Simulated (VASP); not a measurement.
The input files of a VASP run:

KPOINTS:
```
Automatic mesh
0
Gamma
12 12 12
0 0 0
```

POSCAR:
```
Ir
1
    0.0000000000     1.9200000000     1.9200000000
    1.9200000000     0.0000000000     1.9200000000
    1.9200000000     1.9200000000     0.0000000000
Ir
1
Direct
  0.0000000000   0.0000000000   0.0000000000
```

### INCAR
```
SYSTEM = Ir
PREC = Accurate
ENCUT = 400
EDIFF = 1E-6
NELM = 100
ALGO = Normal
LREAL = .FALSE.
LASPH = .TRUE.
ISMEAR = -1
SIGMA = 1.0
GGA = PE
LMAXMIX = 6
LWAVE = .FALSE.
LCHARG = .FALSE.
ISIF = 2
```

POTCAR, in this order: Ir (PBE.64 set). Program: vasp_std.

### Question
What happens when VASP runs on this input?

### Answer
There is a fault: SIGMA is far too large. The run ends without an error. Against the sound run, the energy per atom (σ→0) falls by 0.079 eV/atom; the pressure rises by 25.02 GPa.

### standard output
```
 POSCAR found type information on POSCAR Ir
 POSCAR found :  1 types and       1 ions
 Reading from existing POTCAR
 Reading from existing POTCAR
 LDA part: xc-table for (Slater+PW92), standard interpolation
 POSCAR, INCAR and KPOINTS ok, starting setup
 WAVECAR not read
 entering main loop
       N       E                     dE             d eps       ncg     rms          rms(c)
DAV:   1     0.312713372621E+02    0.31271E+02   -0.38854E+03  1256   0.818E+02
DAV:   2    -0.103241968002E+02   -0.41596E+02   -0.38982E+02  1168   0.182E+02
DAV:   3    -0.108219420133E+02   -0.49775E+00   -0.49685E+00  1704   0.267E+01
DAV:   4    -0.108247753213E+02   -0.28333E-02   -0.28329E-02  1480   0.144E+00
DAV:   5    -0.108247901542E+02   -0.14833E-04   -0.14831E-04  1680   0.610E-02    0.178E+01
DAV:   6    -0.104487551498E+02    0.37604E+00   -0.72669E-01  1296   0.119E+01    0.873E+00
DAV:   7    -0.103704861814E+02    0.78269E-01   -0.27250E-01  1448   0.680E+00    0.217E+00
DAV:   8    -0.103665607628E+02    0.39254E-02   -0.14715E-02  1392   0.202E+00    0.140E+00
DAV:   9    -0.103647475378E+02    0.18132E-02   -0.11865E-03  1432   0.585E-01    0.134E-02
DAV:  10    -0.103647530074E+02   -0.54695E-05   -0.26867E-06  1464   0.152E-02    0.602E-03
DAV:  11    -0.103647549934E+02   -0.19860E-05   -0.77107E-07  1072   0.814E-03    0.858E-04
DAV:  12    -0.103647549950E+02   -0.16570E-08   -0.15213E-08   696   0.154E-03
   1 F= -.10364755E+02 E0= -.89372520E+01  d E =-.285501E+01
```

OUTCAR:
```
------------------------ aborting loop because EDIFF is reached ----------------------------------------
  FORCE on cell =-STRESS in cart. coord.  units (eV):
  Direction    XX          YY          ZZ          XY          YZ          ZX
  --------------------------------------------------------------------------------------
  Total        3.0087422      3.0087422      3.0087422     -0.0000000     -0.0000000     -0.0000000
  in kB      340.5350994    340.5350994    340.5350994     -0.0000000     -0.0000000     -0.0000000
  external PRESSURE =     340.5350994 kB  Pullay stress =       0.0000000 kB
  volume of cell :       14.16
      direct lattice vectors                 reciprocal lattice vectors
     0.000000000  1.920000000  1.920000000    -0.260416667  0.260416667  0.260416667
     1.920000000  0.000000000  1.920000000     0.260416667 -0.260416667  0.260416667
     1.920000000  1.920000000  0.000000000     0.260416667  0.260416667 -0.260416667
 POSITION                                       TOTAL-FORCE (eV/Angst)
 -----------------------------------------------------------------------------------
      0.00000      0.00000      0.00000         0.000000      0.000000      0.000000
 -----------------------------------------------------------------------------------
    total drift:                                0.000000     -0.000000      0.000000
  FREE ENERGIE OF THE ION-ELECTRON SYSTEM (eV)
  ---------------------------------------------------
  free  energy   TOTEN  =       -10.3647549950 eV

  energy  without entropy=       -7.5097490098  energy(sigma->0) =       -8.93725200
```
(Selected blocks of OUTCAR.)

To mend it, set ISMEAR = 1, set SIGMA = 0.1.

The mended run (PBE GGA, plane waves, VASP's PBE PAW potentials (set 64)) converges, and its OSZICAR ends with
```
   1 F= -.88575034E+01 E0= -.88577753E+01  d E =0.815636E-03
```

The compound is Ir in the fcc structure. The cell was not relaxed at this level.
